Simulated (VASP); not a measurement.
Here is the system:

```yaml
crystal:
  lattice:
    - [1.55958, -2.70127, 0.00000]
    - [1.55958, 2.70127, 0.00000]
    - [0.00000, 0.00000, 3.45840]
  atoms:
    - { symbol: Hf, position: [0.00000, 0.00000, 0.00000] }
    - { symbol: B, position: [0.33333, 0.66667, 0.50000] }
    - { symbol: B, position: [0.66667, 0.33333, 0.50000] }
```

The numbers are results of PBE GGA with D3 dispersion (Becke-Johnson damping), VASP's PBE PAW potentials (set 64) (plane waves; VASP), not measurements. Numerical set-up: 520 eV cut-off, 13×13×10 Γ-centred mesh, tetrahedra with Blöchl corrections, potentials Hf_pv B.

Unless said otherwise, spin-orbit coupling is left out, though it shifts the bands of the heavy elements here.

Predict the energy per atom (σ→0), band gap (on the k-mesh) with the smallest direct gap where there is one.

| Item | Result |
|---|---|
| band gap (on the k-mesh) | none (metal, semimetal or under 0.01 eV) |
| energy per atom (σ→0) | -9.164 eV/atom |

Only differences to runs with the same potentials and settings are physical.

The compound is HfB2 in the AlB2 type structure. It was relaxed first.
